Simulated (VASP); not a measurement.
Input for VASP

**KPOINTS**
```
Automatic mesh
0
gamma
  8 8 8
```

POSCAR:
```
SrO
1.0
  0.0000000000   2.6025842496   2.6025842496
  2.6025842496   0.0000000000   2.6025842496
  2.6025842496   2.6025842496   0.0000000000
Sr O
1 1
direct
  0.0000000000   0.0000000000   0.0000000000
  0.5000000000   0.5000000000   0.5000000000
```

INCAR:
```
ALGO  =  Normal   # blocked Davidson
LWAVE  =  F
PREC  =  Accurate
NELM  =  100
EDIFFG  =  -0.01   # ionic stop
GGA  =  PE
LASPH  =  T   # aspherical one-centre terms
SYSTEM  =  SrO
IBRION  =  2
SIGMA  =  0.05   # width (eV)
EDIFF  =  1E-6
ENCUT  =  530
ISMEAR  =  0   # Gaussian
LMAXMIX  =  4   # l cut-off of mixed one-centre charges
ISIF  =  3   # ions, shape and volume
LCHARG  =  F
LREAL  =  F   # projection in real space or not
NSW  =  60   # most ionic steps
```

POTCAR, in this order: Sr_sv O (PBE.64 set). Program: vasp_std.

**Question.** Translate this PBE calculation to Quantum ESPRESSO's pw.x.

**Answer.** One equivalent input (not run):
```
&CONTROL
  calculation = 'vc-relax'
  pseudo_dir = './pseudo'
  outdir = './out'
  tprnfor = .true.
  tstress = .true.
  nstep = 60
  forc_conv_thr = 0.00039
/
&SYSTEM
  ibrav = 0
  nat = 2
  ntyp = 2
  ecutwfc = 84
  occupations = 'smearing'
  smearing = 'gaussian'
  degauss = 0.003675
  input_dft = 'pbe'
/
&ELECTRONS
  conv_thr = 7.3e-08
  electron_maxstep = 100
/
&IONS
/
&CELL
/
ATOMIC_SPECIES
  Sr 87.620 Sr.upf
  O 15.999 O.upf
CELL_PARAMETERS angstrom
    -0.0000000    2.6025842    2.6025842
     2.6025842    0.0000000    2.6025842
     2.6025842    2.6025842   -0.0000000
ATOMIC_POSITIONS crystal
  Sr   0.0000000  0.0000000  0.0000000
  O    0.5000000  0.5000000  0.5000000
K_POINTS automatic
  8 8 8 0 0 0
```
Limits of the translation: the potentials are each code's own (VASP's PAW set, PseudoDojo norm-conserving files in pw.x), so ENCUT and ecutwfc are chosen apart and not converted; conv_thr bounds pw.x's estimated SCF error, while EDIFF bounds the energy change between steps; forc_conv_thr acts on force components and is met together with etot_conv_thr.

The compound is SrO in the rock salt structure. It was relaxed first. The start is the result of an earlier pass.
